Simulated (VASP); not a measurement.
OSZICAR of a VASP run on Pd (fcc):

OSZICAR:
```
       N       E                     dE             d eps       ncg     rms          rms(c)
DAV:   1     0.386516310343E+02    0.38652E+02   -0.53097E+03  2650   0.103E+03
DAV:   2    -0.506723258568E+01   -0.43719E+02   -0.42450E+02  2770   0.191E+02
DAV:   3    -0.546491514171E+01   -0.39768E+00   -0.39584E+00  3089   0.212E+01
DAV:   4    -0.546708455889E+01   -0.21694E-02   -0.21692E-02  3021   0.145E+00
DAV:   5    -0.546711220539E+01   -0.27646E-04   -0.27647E-04  3009   0.144E-01    0.640E+00
DAV:   6    -0.522033405118E+01    0.24678E+00   -0.12764E+00  2657   0.104E+01    0.313E+00
DAV:   7    -0.521318873082E+01    0.71453E-02   -0.36323E-03  2829   0.644E-01    0.172E+00
DAV:   8    -0.521018190276E+01    0.30068E-02   -0.94023E-04  2738   0.244E-01    0.312E-02
DAV:   9    -0.521018679893E+01   -0.48962E-05   -0.73685E-06  3212   0.306E-02    0.101E-02
DAV:  10    -0.521019011901E+01   -0.33201E-05   -0.14434E-06  2919   0.139E-02    0.157E-03
DAV:  11    -0.521019000750E+01    0.11151E-06   -0.37677E-08  2129   0.176E-03    0.410E-04
DAV:  12    -0.521018995935E+01    0.48149E-07   -0.34238E-09  1369   0.715E-04
   1 F= -.52101900E+01 E0= -.52100323E+01  d E =-.472910E-03
```

### Question
Which electronic solver shows in the log?

### Answer
It is blocked Davidson (ALGO = Normal, or the opening steps of other solvers). The INCAR had ALGO = Normal.

### Question
Can the final energy be trusted as converged?

### Answer
The run converged. It stopped with EDIFF = 1E-7, NELM = 100 (PBE GGA, plane waves, VASP's PBE PAW potentials (set 64)).

The compound is Pd in the fcc structure. This cell is one point of a volume scan, at 1.03 of the reference volume.
